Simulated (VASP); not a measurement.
```
BeTe
1.0
    3.72066     0.00000     0.00000
   -1.86033     3.22219     0.00000
    0.00000     0.00000     3.39269
Be Te
1 1
Cartesian
 -1.86033   3.22219   0.00000
  1.86033   1.07406   1.69634
```

Level of theory: r2SCAN meta-GGA, VASP's PBE PAW potentials (set 64) (plane waves; VASP 6.6.1). Settings: 400 eV cut-off, 13×13×12 Γ-centred mesh, tetrahedra with Blöchl corrections, potentials Be Te.

Unless said otherwise, spin-orbit coupling is left out, though it shifts the bands of the heavy elements here.

**Question.** Predict the energy per atom (σ→0), band gap (over mesh and band path) with the smallest direct gap where there is one.

**Answer.** 
```
Property                                                              Result
----------------------------------  ----------------------------------------
band gap (over mesh and band path)  none (metal, semimetal or under 0.01 eV)
energy per atom (σ→0)                                        -14.470 eV/atom
```

The structure was generated: BeTe was put into the WC type (P-6m2), which need not be its known phase. It was relaxed first, which changed the volume by +21 %.
